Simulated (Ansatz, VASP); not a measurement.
# Al2Pt: VASP beside Ansatz, part 2 of 2

Wanted: the spread between two codes on one cell, functional and k mesh.

VASP 6.6.1 and Ansatz 0.2.0.

So far. Step 2 (Ansatz: single point, r2SCAN): The run ends at a pressure of 0.47 GPa.

The database entry behind the starting cell differs from later determinations by our own check (0.1 to 0.3 % short, probably kX units), so it need not match the best structure at ambient conditions.

### Step 3. VASP: single point, r2SCAN (continued)

Level of this step: r2SCAN; plane waves and PAW (Pt, Al) (VASP).

Numbers of over 12 decimals in the logs are rounded to 6 here.

OUTCAR, selected parts (step 3):

```text
ion  position               nearest neighbor table
   1  0.000  0.000  0.000-  16 2.55  17 2.55  15 2.55  12 2.55  14 2.55  18 2.55  19 2.55  21 2.55

  LATTYP: Found a face centered cubic cell.
 ALAT       =    11.7950649444

 Subroutine GETGRP returns: Found 48 space group operations
 (whereof 48 operations were pure point group operations)

The static configuration has the point symmetry O_h .

 Found      8 irreducible k-points:

   k-points           NKPTS =      8   k-points in BZ     NKDIM =      8   number of bands    NBANDS=     88

   dimension x,y,z NGX =    36 NGY =   36 NGZ =   36
   dimension x,y,z NGXF=    72 NGYF=   72 NGZF=   72

   ENCUT  =  300.0 eV  22.05 Ry    4.70 a.u.  11.78 11.78 11.78*2*pi/ulx,y,z

   NELECT =     128.0000    total number of electrons

 k-points in reciprocal lattice and weights: Automatic mesh
   0.00000000  0.00000000  0.00000000       0.016
   0.25000000  0.00000000  0.00000000       0.125
   0.50000000  0.00000000  0.00000000       0.062
   0.25000000  0.25000000  0.00000000       0.094
   0.50000000  0.25000000  0.00000000       0.375
  -0.25000000  0.25000000  0.00000000       0.188
   0.50000000  0.50000000  0.00000000       0.047
  -0.25000000  0.50000000  0.25000000       0.094

 average (electrostatic) potential at core
       1 -71.9874       2 -71.9874       3 -71.9874       4 -71.9874       5 -71.9874
       6 -71.9874       7 -71.9874       8 -71.9874       9 -75.2951      10 -75.2951
      11 -75.2951      12 -75.2951      13 -75.2951      14 -75.2951      15 -75.2951
      16 -75.2951      17 -75.2951      18 -75.2951      19 -75.2951      20 -75.2951
      21 -75.2951      22 -75.2951      23 -75.2951      24 -75.2951

 E-fermi :   7.8454

 k-point     1 :       0.0000    0.0000    0.0000
  band No.  band energies     occupation
    ...
     57       6.1441      2.00000
     58       6.1441      2.00000
     59       6.1442      2.00000
     60       6.1442      2.00000
     61       6.1442      2.00000
     62       8.9071     -0.00000
     63       8.9071     -0.00000
     64       8.9071     -0.00000
     65       8.9071     -0.00000
     66       8.9071     -0.00000
    ...

 k-point     2 :       0.2500    0.0000    0.0000
  band No.  band energies     occupation
    ...
     57       6.2737      2.00000
     58       6.2737      2.00000
     59       6.6209      2.00000
     60       6.6210      2.00000
     61       6.6210      2.00000
     62       8.1649     -0.04633
     63       8.1649     -0.04633
     64       8.1649     -0.04633
     65       8.4853     -0.00006
     66       8.4853     -0.00006
    ...

 k-point     3 :       0.5000    0.0000    0.0000
  band No.  band energies     occupation
    ...
     64       7.5646      2.06327
     65       7.5646      2.06327
     66       7.5646      2.06327
     67       7.5646      2.06327
     68       7.5646      2.06327
     69      10.2459     -0.00000
     70      10.2459     -0.00000
     71      10.2459     -0.00000
     72      10.2459     -0.00000
     73      11.6380     -0.00000
    ...

  Total        0.2672180      0.2672180      0.2672180     -0.0000000      0.0000000     -0.0000000
  in kB        1.0436027      1.0436027      1.0436027     -0.0000000      0.0000000     -0.0000000
  external PRESSURE =       1.0436027 kB  Pullay stress =       0.0000000 kB

  energy-cutoff  :      300.00
  volume of cell :      410.24
      direct lattice vectors                 reciprocal lattice vectors
     0.000000000  5.897532472  5.897532472    -0.084781220  0.084781220  0.084781220
     5.897532472  0.000000000  5.897532472     0.084781220 -0.084781220  0.084781220
     5.897532472  5.897532472  0.000000000     0.084781220  0.084781220 -0.084781220

 POSITION                                       TOTAL-FORCE (eV/Angst)
 -----------------------------------------------------------------------------------
      0.00000      0.00000      0.00000        -0.000000     -0.000000     -0.000000
      2.94877      2.94877      0.00000        -0.000000     -0.000000     -0.000000
      2.94877      0.00000      2.94877        -0.000000     -0.000000     -0.000000
      5.89753      2.94877      2.94877        -0.000000     -0.000000     -0.000000
      0.00000      2.94877      2.94877        -0.000000     -0.000000     -0.000000
      2.94877      5.89753      2.94877        -0.000000     -0.000000     -0.000000
      2.94877      2.94877      5.89753        -0.000000     -0.000000     -0.000000
      5.89753      5.89753      5.89753        -0.000000     -0.000000     -0.000000
      4.42315      4.42315      4.42315        -0.000000     -0.000000      0.000000
      7.37192      7.37192      4.42315        -0.000000     -0.000000      0.000000
      7.37192      4.42315      7.37192        -0.000000     -0.000000      0.000000
     10.32068      7.37192      7.37192        -0.000000     -0.000000      0.000000
      4.42315      7.37192      7.37192        -0.000000     -0.000000      0.000000
      7.37192     10.32068      7.37192        -0.000000     -0.000000      0.000000
      7.37192      7.37192     10.32068        -0.000000     -0.000000     -0.000000
     10.32068     10.32068     10.32068        -0.000000     -0.000000      0.000000
      1.47438      1.47438      1.47438         0.000000      0.000000      0.000000
      4.42315      4.42315      1.47438         0.000000      0.000000      0.000000
      4.42315      1.47438      4.42315         0.000000      0.000000     -0.000000
      7.37192      4.42315      4.42315         0.000000      0.000000     -0.000000
      1.47438      4.42315      4.42315         0.000000      0.000000     -0.000000
      4.42315      7.37192      4.42315         0.000000      0.000000     -0.000000
      4.42315      4.42315      7.37192         0.000000      0.000000     -0.000000
      7.37192      7.37192      7.37192         0.000000      0.000000     -0.000000
 -----------------------------------------------------------------------------------
    total drift:                                0.000000      0.000000      0.000000

  FREE ENERGIE OF THE ION-ELECTRON SYSTEM (eV)
  ---------------------------------------------------
  free  energy   TOTEN  =      -543.1873845137 eV

  energy  without entropy=     -543.1644098324  energy(sigma->0) =     -543.17972629

 total charge
# of ion       s       p       d       tot
------------------------------------------
    1        0.839   0.746   8.154   9.738
    2        0.839   0.746   8.154   9.738
    3        0.839   0.746   8.154   9.738
    4        0.839   0.746   8.154   9.738
    5        0.839   0.746   8.154   9.738
    6        0.839   0.746   8.154   9.738
    7        0.839   0.746   8.154   9.738
    8        0.839   0.746   8.154   9.738
    9        0.400   0.381   0.000   0.781
   10        0.400   0.381   0.000   0.781
   11        0.400   0.381   0.000   0.781
   12        0.400   0.381   0.000   0.781
   13        0.400   0.381   0.000   0.781
   14        0.400   0.381   0.000   0.781
   15        0.400   0.381   0.000   0.781
   16        0.400   0.381   0.000   0.781
   17        0.400   0.381   0.000   0.781
   18        0.400   0.381   0.000   0.781
   19        0.400   0.381   0.000   0.781
   20        0.400   0.381   0.000   0.781
   21        0.400   0.381   0.000   0.781
   22        0.400   0.381   0.000   0.781
   23        0.400   0.381   0.000   0.781
   24        0.400   0.381   0.000   0.781
--------------------------------------------------
tot         13.110  12.061  65.233  90.403

[... 3 further parts left out ...]
```

The run ends at a pressure of 0.10 GPa.

### Step 4. Side by side

Known differences besides the potentials themselves: VASP keeps PBE cores, Ansatz makes them for the functional; the data sets hold 192 valence electrons in Ansatz (default PAW (the set named soft_2) files) and 128 in VASP; the cutoff is 500 eV in Ansatz and 300 eV in VASP (PREC = Normal, projectors in real space). Total energies have different zeros and are not compared.

The two programs side by side:

| quantity | Ansatz | VASP | difference |
| --- | --- | --- | --- |
| pressure (GPa) | 0.47 | 0.10 | +0.37 |

### Step 5. Outcome

| Property | Result |
| --- | --- |
| difference in pressure (single point, r2SCAN) | 0.37 GPa |

The difference in pressure is 0.37 GPa (single point, r2SCAN), within the 1 GPa picked in this series as the mark of a large difference. Such differences can come from data sets, numerical settings and the points named under the comparisons, not from the functional's error against experiment.

[Lines on the potential files, build, host, timing and source positions are cut from VASP's logs without a mark.]

[Logs are printed without paths, hosts, clocks, repeated set-up lines and the standing remarks that a program may print on its own settings, such as how far it seeks lower states.]

[Hosts, paths, dates, database ids (printed as entryN), source tags and the programs' standing remarks are cut or masked in the printed files.]
